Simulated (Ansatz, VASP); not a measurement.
## MgAu4: VASP beside Ansatz

```
Mg Au
1.0
     4.86942    0.00000    0.00000
     0.00000    4.86942    0.00000
     0.00000    0.00000    4.86942
Mg Au
1 4
Direct
  0.00000 0.00000 0.00000
  0.50000 0.00000 0.00000
  0.00000 0.50000 0.00000
  0.00000 0.00000 0.50000
  0.50000 0.50000 0.50000
```

The cell was built by a generator and needn't be a form met in nature.

Alike in both runs: task single point; functional PBE; k mesh 8 × 8 × 8; occupations gaussian, width 0.1 eV; no spin polarisation.

|  | VASP | Ansatz |
| --- | --- | --- |
| version | VASP 6.6.1 | Ansatz 0.2.0 |
| potentials or method | VASP PAW PBE potentials, release 64 (Mg, Au) | scalar-relativistic, plane waves, PAW |
| plane-wave cutoff (eV) | 520 | 420 |
| valence electrons in the cell | 46 | 86 |

```csv
,VASP,Ansatz,Ansatz less VASP
gap on the k mesh at the Fermi level (eV),none,none,-
pressure (GPa),0.0,0.0,0.00
```

A gap of «none» marks a metal or a gap that the smearing closes. The two sets of potentials don't hold the same shells in valence.

The runs have no spin-orbit coupling, so splittings on Au are missing.
